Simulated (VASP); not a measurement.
Method: PBEsol GGA, VASP's PBE PAW potentials (set 64) (plane waves; VASP).

VASP ran on this input.

**INCAR**
```
ALGO=Normal
EDIFF=1E-7
ENCUT=480
GGA=PS
ISIF=2
ISMEAR=1
LASPH=.TRUE.
LCHARG=.FALSE.
LREAL=.FALSE.
LWAVE=.FALSE.
NELM=100
PREC=Accurate
SIGMA=0.1
SYSTEM=Cl
```

POSCAR:
```
Cl
1.0
  3.5988465054   0.0000000000   0.0000000000
 -1.7994232527   3.1166931318   0.0000000000
  0.0000000000   0.0000000000   7.4928097900
Cl
4
Cartesian
  0.0000000000   0.0000000000   0.0000000000
  0.0000000000   0.0000000000   3.7464048950
 -0.0000017994   2.0777964601   1.8732024475
  1.7994250521   1.0388966717   5.6196073425
```

KPOINTS:
```
Automatic mesh
0
Gamma
10 10 4
0 0 0
```

POTCAR, in this order: Cl (PBE.64 set). Program: vasp_std.

The resulting files:

File OSZICAR:
```
       N       E                     dE             d eps       ncg     rms          rms(c)
DAV:   1     0.171167258587E+03    0.17117E+03   -0.12433E+04  1512   0.127E+03
DAV:   2     0.383170065795E+01   -0.16734E+03   -0.16565E+03  2238   0.233E+02
DAV:   3    -0.538342866727E+01   -0.92151E+01   -0.90973E+01  1680   0.641E+01
DAV:   4    -0.552337841083E+01   -0.13995E+00   -0.13969E+00  1820   0.919E+00
DAV:   5    -0.552616998025E+01   -0.27916E-02   -0.27909E-02  1666   0.123E+00    0.126E+01
DAV:   6    -0.549203960976E+01    0.34130E-01   -0.45196E-02  1652   0.129E+00    0.770E+00
DAV:   7    -0.548925839722E+01    0.27812E-02   -0.51008E-02  1610   0.131E+00    0.419E-01
DAV:   8    -0.548776635546E+01    0.14920E-02   -0.33597E-03  1630   0.392E-01    0.132E-01
DAV:   9    -0.548759647178E+01    0.16988E-03   -0.75343E-04  1644   0.155E-01    0.290E-02
DAV:  10    -0.548759732237E+01   -0.85059E-06   -0.16746E-05  1652   0.340E-02    0.153E-02
DAV:  11    -0.548759912899E+01   -0.18066E-05   -0.24349E-06  1608   0.112E-02    0.357E-03
DAV:  12    -0.548759936247E+01   -0.23348E-06   -0.19973E-07  1040   0.317E-03    0.226E-03
DAV:  13    -0.548759949753E+01   -0.13506E-06   -0.56407E-08   918   0.175E-03    0.781E-04
DAV:  14    -0.548759950030E+01   -0.27717E-08   -0.86641E-09   848   0.687E-04
   1 F= -.54875995E+01 E0= -.54878265E+01  d E =0.681031E-03
```

**OUTCAR**
```
------------------------ aborting loop because EDIFF is reached ----------------------------------------
  FORCE on cell =-STRESS in cart. coord.  units (eV):
  Direction    XX          YY          ZZ          XY          YZ          ZX
  --------------------------------------------------------------------------------------
  Total       -0.0632685     -0.0632685      0.0128632      0.0000000      0.0000000     -0.0000000
  in kB       -1.2061356     -1.2061360      0.2452212      0.0000000      0.0000000     -0.0000000
  external PRESSURE =      -0.7223501 kB  Pullay stress =       0.0000000 kB
  volume of cell :       84.04
      direct lattice vectors                 reciprocal lattice vectors
     3.598846505  0.000000000  0.000000000     0.277866811  0.160426445  0.000000000
    -1.799423253  3.116693132  0.000000000     0.000000000  0.320852890  0.000000000
     0.000000000  0.000000000  7.492809790     0.000000000  0.000000000  0.133461282
 POSITION                                       TOTAL-FORCE (eV/Angst)
 -----------------------------------------------------------------------------------
      0.00000      0.00000      0.00000        -0.000000      0.000000      0.000000
      0.00000      0.00000      3.74640        -0.000000      0.000000      0.000000
     -0.00000      2.07780      1.87320        -0.000000      0.000000     -0.000000
      1.79943      1.03890      5.61961         0.000000     -0.000000     -0.000000
 -----------------------------------------------------------------------------------
    total drift:                               -0.000000      0.000000      0.000000
  FREE ENERGIE OF THE ION-ELECTRON SYSTEM (eV)
  ---------------------------------------------------
  free  energy   TOTEN  =        -5.4875995003 eV

  energy  without entropy=       -5.4882805315  energy(sigma->0) =       -5.48782651
```
(Selected blocks of OUTCAR.)

The structure was generated: Cl was put into the dhcp type (P6_3/mmc), which need not be its known phase. It was relaxed first.
